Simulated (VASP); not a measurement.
BaTe (rock salt): the band gap from VASP (plane waves, PAW) at several levels of theory. Gaps are without spin-orbit coupling. Each level names its cell: its own relaxed one, PBE's, or the starting one. A gap is the smallest over the k-mesh and a band path; hybrids may have named points in place of the path, and GW has the mesh alone. The mesh is coarse and the basis finite, so the quasiparticle values are not converged.

```
level                     band gap (eV)
------------------------  -------------
LDA (own cell)                     1.29
PBE (own cell)                     1.60
PBEsol (own cell)                  1.40
RPBE (own cell)                    1.80
AM05 (own cell)                    1.52
PBE-D3(BJ) (own cell)              1.51
PBE-D4 (own cell)                  1.52
optB88-vdW (own cell)              1.57
rev-vdW-DF2 (own cell)             1.49
revTPSS (own cell)                 1.62
SCAN (own cell)                    1.92
r2SCAN (own cell)                  1.95
r2SCAN+rVV10 (own cell)            1.87
G0W0@PBE (starting cell)           2.53
```

The cell of the LDA (own cell) run:

Space group Fm-3m (No. 225); a = b = c = 6.8957 Å, α = β = γ = 90.00°

| atom | site | symmetry | x | y | z |
|---|---|---|---|---|---|
| Ba | 4a | m-3m | 0.0000 | 0.0000 | 0.0000 |
| Te | 4b | m-3m | 0.5000 | 0.5000 | 0.5000 |
(The calculation used a cell of 2 atoms; values per cell refer to that cell.)

Only levels that ran to the end are used. Left out are those held back, those with too coarse a band path, GW runs whose mesh misses a band edge, hybrids' fits of cells that aren't cubic and levels without matching references; a question may draw on a part of the rest.

The compound is BaTe in the rock salt structure.
